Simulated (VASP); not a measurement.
Consider the following.

```
IrV
1.0
    2.71683     0.00000     0.00000
    0.00000     2.71683     0.00000
    0.00000     0.00000     3.63862
V Ir
1 1
Direct
  0.50000   0.50000   0.50000
  0.00000   0.00000   0.00000
```

The numbers are results of PBEsol GGA, VASP's PBE PAW potentials (set 64) (plane waves; VASP), not measurements. Run with 400 eV cut-off, Gaussian smearing of 0.050 eV, potentials V_sv Ir.

Unless said otherwise, spin-orbit coupling is left out, though it shifts the bands of the heavy elements here.

Problem. What does the run give for the band gap (along the path) with the smallest direct gap where there is one?

Solution. 
| Item | Result |
|---|---|
| band gap (along the path) | none (metal, semimetal or under 0.01 eV) |

The structure comes from a computed database's VIr entry (P4/mmm); how it stands against other phases isn't given here. It was relaxed first. The run is not spin-polarised, so no magnetic state was tried.
